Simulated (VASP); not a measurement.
Given:

```xyz
2
Lattice="3.0361 0.0000 0.0000 0.0000 3.0361 0.0000 0.0000 0.0000 3.0361" Properties=species:S:1:pos:R:3 pbc="T T T"
Al     1.5180     1.5180     1.5180
Ru     0.0000     0.0000     0.0000
```

Method: PW91 GGA, VASP's PBE PAW potentials (set 64) (plane waves; VASP 6.6.1). Run with 520 eV cut-off, 12×12×12 Γ-centred mesh, first-order Methfessel-Paxton smearing of 0.10 eV, potentials Al Ru_pv.

**Question.** What does the run give for the energy per atom (σ→0), pressure, band gap (on the k-mesh) with the smallest direct gap where there is one?

**Answer.** 
```yaml
band gap (on the k-mesh): none (metal, semimetal or under 0.01 eV)
energy per atom (σ→0): -7.098 eV/atom
pressure: -5.79 GPa
```

The compound is RuAl in the CsCl type structure. This cell is one point of a volume scan, at 1.03 of the reference volume. The electron count is odd and the run is not spin-polarised, which forces a metal.
